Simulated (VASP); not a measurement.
Here is a VASP 6.6.1 calculation.

File INCAR:

```
SYSTEM = SnGeTe3
PREC = Normal ; ENCUT = 520
EDIFF = 1E-4 ; ISMEAR = 0
SIGMA = 0.15 ; LREAL = .FALSE.
LASPH = .TRUE. ; NELM = 60
ALGO = Fast ; ISIF = 3
LWAVE = .FALSE. ; LCHARG = .FALSE.
GGA = PE ; IBRION = 2
NSW = 24 ; EDIFFG = -0.08
```

File KPOINTS:

```
regular mesh
0
G
  3 3 3
  0 0 0
```

POSCAR

```
SnGeTe3
1.0
    3.5108077400     -5.2358174000      0.0000000000
    3.5108077400      5.2358174000      0.0000000000
    0.0000000000      0.0000000000      4.9894330200
Sn Ge Te
1 1 3
Direct
    0.0000000000      0.0000000000      0.5000000000
    0.0000000000      0.0000000000      0.0000000000
    0.2390275300      0.7609724700      0.5000000000
    0.7609724700      0.2390275300      0.5000000000
    0.5000000000      0.5000000000      0.5000000000
```

Potentials or basis: VASP PAW PBE potentials, release 64 (Sn_d, Ge_d, Te).

Launch:

```console
$ cat potpaw_PBE.64/Sn_d/POTCAR potpaw_PBE.64/Ge_d/POTCAR potpaw_PBE.64/Te/POTCAR > POTCAR
$ mpirun -np 1 vasp_std > vasp.out
```

Question: Predict the band gap on the k mesh.

Answer: None (metal or under the smearing width).

Question: Estimate the space group after relaxing (to 0.05 Å).

Answer: Cmmm (No. 65).

Question: Estimate the relaxed volume.

Answer: 39.44 Å³/atom.

Final structure:
```yaml
crystal:
  lattice:
    - [2.96509, -6.28218, 0.00000]
    - [2.96509, 6.28218, 0.00000]
    - [0.00000, 0.00000, 5.29291]
  atoms:
    - { symbol: Sn, position: [0.00000, 0.00000, 0.50000] }
    - { symbol: Ge, position: [0.00000, 0.00000, 0.00000] }
    - { symbol: Te, position: [0.24581, 0.75419, 0.50000] }
    - { symbol: Te, position: [0.75419, 0.24581, 0.50000] }
    - { symbol: Te, position: [0.50000, 0.50000, 0.50000] }
```

Caveat: the k mesh is coarse (spacing up to 0.42 Å⁻¹), so the values aren't converged. The run has no spin-orbit coupling, so splittings on Te are missing.
